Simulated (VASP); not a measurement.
Given:

```
NbAs
1.0
    3.50121     0.00000     0.00000
    0.00000    11.92816     0.00000
    0.00000     0.00000    17.19980
Nb As
8 8
Direct
  0.50000   0.99972   0.34884
  0.00000   0.24972   0.34884
  0.00000   0.49972   0.44962
  0.50000   0.74972   0.44962
  0.50000   0.99972   0.55038
  0.00000   0.24972   0.55038
  0.00000   0.49972   0.65116
  0.50000   0.74972   0.65116
  0.00000   0.91728   0.44962
  0.50000   0.16728   0.44962
  0.50000   0.41728   0.34884
  0.00000   0.66728   0.34884
  0.00000   0.91728   0.65116
  0.50000   0.16728   0.65116
  0.50000   0.41728   0.55038
  0.00000   0.66728   0.55038
```

Level of theory: PBEsol GGA, VASP's PBE PAW potentials (set 64) (plane waves; VASP). Settings: LREAL = Auto, 300 eV cut-off, 9×3×1 Γ-centred mesh, first-order Methfessel-Paxton smearing of 0.10 eV, potentials Nb_sv As.

At this cut-off the stress carries a Pulay error, which pulls relaxed volumes low. The cell holds a wide vacuum, so values per volume refer to the whole cell.

Task: Give the force on each atom (eV/Å).

Result: 
| atom | Fx | Fy | Fz |
|---|---|---|---|
| Nb1 | 0.000 | 1.084 | 1.660 |
| Nb2 | 0.000 | -0.185 | 1.349 |
| Nb3 | 0.000 | 0.344 | -0.706 |
| Nb4 | 0.000 | -0.393 | 0.221 |
| Nb5 | 0.000 | 0.344 | 0.706 |
| Nb6 | 0.000 | -0.393 | -0.221 |
| Nb7 | 0.000 | 1.084 | -1.660 |
| Nb8 | 0.000 | -0.185 | -1.349 |
| As9 | 0.000 | 0.378 | -0.746 |
| As10 | 0.000 | -0.136 | -0.831 |
| As11 | 0.000 | -0.915 | 0.250 |
| As12 | 0.000 | -0.176 | 0.427 |
| As13 | 0.000 | -0.915 | -0.250 |
| As14 | 0.000 | -0.176 | -0.427 |
| As15 | 0.000 | 0.378 | 0.746 |
| As16 | 0.000 | -0.136 | 0.831 |

Task: Give the stress tensor in GPa (positive for a compressed cell).

Result: 
```
-6.48   0.00   0.00
 0.00  -6.43   0.00
 0.00   0.00  -3.76
```
The pressure is its mean diagonal, -5.56 GPa.

The cell is a sheet with vacuum, built from a database entry that may be metastable or hypothetical.
